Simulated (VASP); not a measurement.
Level of theory: PBEsol GGA, VASP's PBE PAW potentials (set 64) (plane waves; VASP).

The input files of a VASP run:

### INCAR
```
SYSTEM  =  SrTe
PREC  =  Accurate; ENCUT  =  400; LREAL  =  .False.
LASPH  =  .True.
EDIFF  =  1E-7; NELM  =  100; ALGO  =  Normal
LMAXMIX  =  4
ISMEAR  =  -5
GGA  =  PS
ISIF  =  2
LWAVE  =  .False.; LCHARG  =  .True.; LORBIT  =  11
NEDOS  =  601
```

POSCAR:
```
SrTe
1
    0.0000000000     3.6853088263     3.6853088263
    3.6853088263     0.0000000000     3.6853088263
    3.6853088263     3.6853088263     0.0000000000
Sr Te
1 1
Direct
  0.0000000000   0.0000000000   0.0000000000
  0.2500000000   0.2500000000   0.2500000000
```

**KPOINTS**
```
Automatic
0
G
 7 7 7
0 0 0
```

POTCAR, in this order: Sr_sv Te (PBE.64 set). Program: vasp_std.

### Question
Estimate the energy per atom (σ→0).

### Answer

- energy per atom (σ→0): -4.075 eV/atom

**OSZICAR**
```
...
DAV:   9    -0.814960323256E+01   -0.67397E-03   -0.16890E-03   636   0.297E-01    0.127E-01
DAV:  10    -0.815058839476E+01   -0.98516E-03   -0.70864E-04   528   0.165E-01    0.266E-02
DAV:  11    -0.815081629199E+01   -0.22790E-03   -0.20426E-04   568   0.775E-02    0.430E-02
DAV:  12    -0.815084644199E+01   -0.30150E-04   -0.33546E-05   608   0.288E-02    0.484E-03
DAV:  13    -0.815084889064E+01   -0.24486E-05   -0.30227E-06   608   0.914E-03    0.249E-03
DAV:  14    -0.815084937687E+01   -0.48623E-06   -0.91209E-07   612   0.485E-03    0.213E-03
DAV:  15    -0.815084943405E+01   -0.57185E-07   -0.25683E-08   460   0.119E-03
   1 F= -.81508494E+01 E0= -.81508494E+01  d E =0.000000E+00
```

The structure was generated: SrTe was put into the zinc blende type (F-43m), which need not be its known phase. It was relaxed first, which changed the volume by -12 %.
